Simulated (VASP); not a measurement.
Given:

```xyz
4
Lattice="3.9494 0.0000 0.0000 0.0000 3.9494 0.0000 0.0000 0.0000 4.9811" Properties=species:S:1:pos:R:3 pbc="T T T"
Pb     1.9747     0.0000     3.8070
Pb     0.0000     1.9747     1.1741
O      1.9747     1.9747     0.0000
O      0.0000     0.0000     0.0000
```

These are PBEsol GGA, VASP's PBE PAW potentials (set 64) (plane waves; VASP) values and carry that method's errors. Settings: 520 eV cut-off, 6×6×5 Γ-centred mesh, Gaussian smearing of 0.050 eV, potentials Pb_d O.

Without a dispersion term in the relaxation, distances and binding between the weakly bound layers, chains or molecules are unreliable, and so is what depends on them.

The ions and cell shape at fixed volume are relaxed. What does this cell relax into?

```xyz
4
Lattice="3.9780 0.0000 0.0000 0.0000 3.9780 0.0000 0.0000 0.0000 4.9098" Properties=species:S:1:pos:R:3 pbc="T T T"
Pb     1.9890     0.0000     3.7242
Pb     0.0000     1.9890     1.1856
O      1.9890     1.9890     0.0000
O      0.0000     0.0000     0.0000
```
Space group P4/nmm (129), at a tolerance of 0.03 Å.

How much energy does the relaxation gain?

The energy (σ→0) changes by -3.5 meV/atom, in 5 ionic steps.

The compound is PbO in the litharge structure. This cell is one point of a volume scan, at 0.97 of the reference volume. Symmetry was kept, so distortions that lower it aren't found.
